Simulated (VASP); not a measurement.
Given:

```
CELL_PARAMETERS angstrom
      3.42086     0.00000     0.00000
      0.00000     3.42086     0.00000
      0.00000     0.00000     3.42086
ATOMIC_POSITIONS crystal
  Al 0.00000 0.00000 0.00000
  Ni 0.00000 0.50000 0.50000
  Ni 0.50000 0.00000 0.50000
  Ni 0.50000 0.50000 0.00000
```
Starting moments (μB, in the order of the record's atoms Al Ni Ni Ni): 0.0 0.3 0.3 0.3.

Level of theory: PBE GGA, VASP's PBE PAW potentials (set 64) (plane waves; VASP 6.6.1). Settings: 500 eV cut-off, 9×9×9 Γ-centred mesh, first-order Methfessel-Paxton smearing of 0.10 eV, potentials Al Ni.

Question: Predict the cell moment, energy per atom (σ→0), pressure, band gap (on the k-mesh) with the smallest direct gap where there is one.

Answer: 
```
Property                                                    Result
------------------------  ----------------------------------------
band gap (on the k-mesh)  none (metal, semimetal or under 0.01 eV)
cell moment                                                0.00 μB
energy per atom (σ→0)                               -5.361 eV/atom
pressure                                                 29.79 GPa
```

The compound is Ni3Al in the L1_2 structure. It was relaxed first under an external pressure of 30 GPa.
